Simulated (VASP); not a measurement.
SnSe2:

```
Sn Se
1.0
     3.81100    0.00000    0.00000
    -1.90550    3.30042    0.00000
     0.00000    0.00000    6.13600
Sn Se
1 2
Direct
  0.00000 0.00000 0.00000
  0.33333 0.66667 0.24900
  0.66667 0.33333 0.75100
```

| Property | Result |
| --- | --- |
| Program | VASP 6.6.1 |
| Task | relaxation of cell and atoms |
| Functional | PBE |
| Dispersion | D3(BJ) |
| Potentials or basis | VASP PAW PBE potentials, release 64 (Sn_d, Se) |
| Cutoff | 600 eV |
| k mesh | 9 × 9 × 5 |
| Occupations | gaussian, width 0.03 eV |
| Spin | no spin polarisation |

At the start: pressure 3.3 GPa; volume 25.73 Å³/atom.

Where does the relaxation end?

Over 15 steps the energy falls by 22.5 meV/atom and the volume is 25.57 Å³/atom (-0.6 %); space group P-3m1 (No. 164, to 0.05 Å).

Step by step:
```csv
step,energy change (eV),largest force (eV/Å),pressure (GPa),volume (Å³)
1,0.0000,0.8170,3.32,77.18
2,-0.0197,0.2899,-2.87,83.28
3,-0.0517,0.1634,-0.43,80.49
4,-0.0517,0.1750,-0.35,80.42
5,-0.0556,0.1286,-0.22,79.88
6,-0.0575,0.0774,-0.05,79.31
7,-0.0576,0.0634,0.00,79.15
8,-0.0596,0.0466,-0.06,78.93
9,-0.0641,0.0018,-0.24,78.26
10,-0.0665,0.0943,-0.45,76.89
11,-0.0668,0.0664,-0.38,77.28
12,-0.0669,0.0461,0.41,76.18
13,-0.0675,0.0072,0.05,76.70
14,-0.0675,0.0101,0.00,76.73
15,-0.0675,0.0087,0.02,76.71
```

Final structure:
```cif
data_structure
_symmetry_space_group_name_H-M 'P 1'
_symmetry_Int_Tables_number 1
_cell_length_a 3.8394
_cell_length_b 3.8394
_cell_length_c 6.0092
_cell_angle_alpha 90.000
_cell_angle_beta 90.000
_cell_angle_gamma 120.000
_cell_volume 76.71
loop_
_atom_site_label
_atom_site_type_symbol
_atom_site_fract_x
_atom_site_fract_y
_atom_site_fract_z
_atom_site_occupancy
Sn1 Sn 0.00000 0.00000 0.00000 1
Se1 Se 0.33333 0.66667 0.26558 1
Se2 Se 0.66667 0.33333 0.73442 1
```
